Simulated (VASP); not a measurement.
An input for Ansatz (written as the equivalent of a VASP run, and not itself run):

Ansatz 0.2 input:
```yaml
crystal:
  lattice:
    - [3.3579280, 0.0000000, 0.0000000]
    - [0.0000000, 10.8041550, 0.0000000]
    - [0.0000000, 0.0000000, 12.6205920]
  atoms:
    - { symbol: Sc, position: [0.5833330, 0.0000000, 0.2735610] }
    - { symbol: Sc, position: [0.5833330, 0.5000000, 0.2735610] }
    - { symbol: Sc, position: [0.0833330, 0.2500000, 0.3490410] }
    - { symbol: Sc, position: [0.0833330, 0.7500000, 0.1980890] }
    - { symbol: Sc, position: [0.0833330, 0.0000000, 0.5000000] }
    - { symbol: Sc, position: [0.0833330, 0.5000000, 0.5000000] }
    - { symbol: Sc, position: [0.5833330, 0.2500000, 0.5754800] }
    - { symbol: Sc, position: [0.5833330, 0.7500000, 0.4245200] }
    - { symbol: Sc, position: [0.5833330, 0.0000000, 0.7264310] }
    - { symbol: Sc, position: [0.5833330, 0.5000000, 0.7264310] }
    - { symbol: Sc, position: [0.0833330, 0.2500000, 0.8019110] }
    - { symbol: Sc, position: [0.0833330, 0.7500000, 0.6509590] }
kpoints:
  mp_grid: { grid: [8, 3, 1] }
hamiltonian:
  xc: lda
  pseudopotentials: { kind: paw }
scf:
  occupations: { method: methfessel_paxton, width: 0.136 }
  max_iter: 100
output: { forces: true, stress: true, eigenvalues: true }
```

Q: Write the VASP files for the same calculation (LDA).

A: This is not unique; one that fits is 
File POSCAR:
```
Sc
25.2411840
  0.1330336960   0.0000000000   0.0000000000
  0.0000000000   0.4280367751   0.0000000000
  0.0000000000   0.0000000000   0.5000000000
Sc
12
Cart
  0.0776029450   0.0000000000   0.1367805000
  0.0776029450   0.2140183876   0.1367805000
  0.0110860970   0.1070091938   0.1745205000
  0.0110860970   0.3210275814   0.0990445000
  0.0110860970   0.0000000000   0.2500000000
  0.0110860970   0.2140183876   0.2500000000
  0.0776029450   0.1070091938   0.2877400000
  0.0776029450   0.3210275814   0.2122600000
  0.0776029450   0.0000000000   0.3632155000
  0.0776029450   0.2140183876   0.3632155000
  0.0110860970   0.1070091938   0.4009555000
  0.0110860970   0.3210275814   0.3254795000
```

**INCAR**
```
SYSTEM = Sc
PREC = Accurate; ENCUT = 300; LREAL = .False.
LASPH = .True.
EDIFF = 1E-6; NELM = 100; ALGO = Normal
LMAXMIX = 4
ISMEAR = 1; SIGMA = 0.136
ISIF = 2
LWAVE = .False.; LCHARG = .False.
```

File KPOINTS:
```
K-points
0
gamma
8 3 1
0 0 0
```

POTCAR, in this order: Sc_sv (LDA.64 set). Program: vasp_std.

The two are equivalent in intent, not identical: each code has its own PAW files, so the cut-off isn't converted (ENCUT is set for VASP's; basis.ecutwfc is left out, and Ansatz then takes the one that its files recommend); Ansatz stops its SCF on the density residual and VASP on the energy change (EDIFF); Ansatz's lda is the Perdew-Wang form, while the LDA potentials of VASP carry Perdew-Zunger's.

The cell is a sheet with vacuum, built from a generated structure.
